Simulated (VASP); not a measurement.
Energy against volume of Si (diamond). All values below come from r2SCAN meta-GGA, VASP's PBE PAW potentials (set 64) (plane waves; VASP).

```
V (Å³/atom)  E (eV/atom)
-----------  -----------
18.913          -8.74898
19.517          -8.76775
20.120          -8.77360
20.724          -8.76841
21.328          -8.75377
```

**Question.** Fit a third-order Birch-Murnaghan equation of state.

**Answer.** 
```json
{
 "volume_per_atom": "20.12 Å^3/atom",
 "bulk_modulus": "97.5 GPa",
 "pressure_derivative_of_the_bulk_modulus": "4.22",
 "lattice_constant_a": "5.440 Å"
}
```

Measured: bulk modulus 101 GPa at 0 K (computed value off by -3.3 %), as given by Jianwei Sun et al., Physical Review B (2011), doi:10.1103/physrevb.84.035117 [0 K value with zero-point phonon effects removed]; a 5.421 Å at 0 K (computed value off by +0.4 %), as given by Daniel Mejia-Rodriguez et al., Physical Review B (2018), arXiv:1807.09216 [static lattice: zero-point anharmonic expansion removed].

The compound is Si in the diamond structure. It was relaxed first.
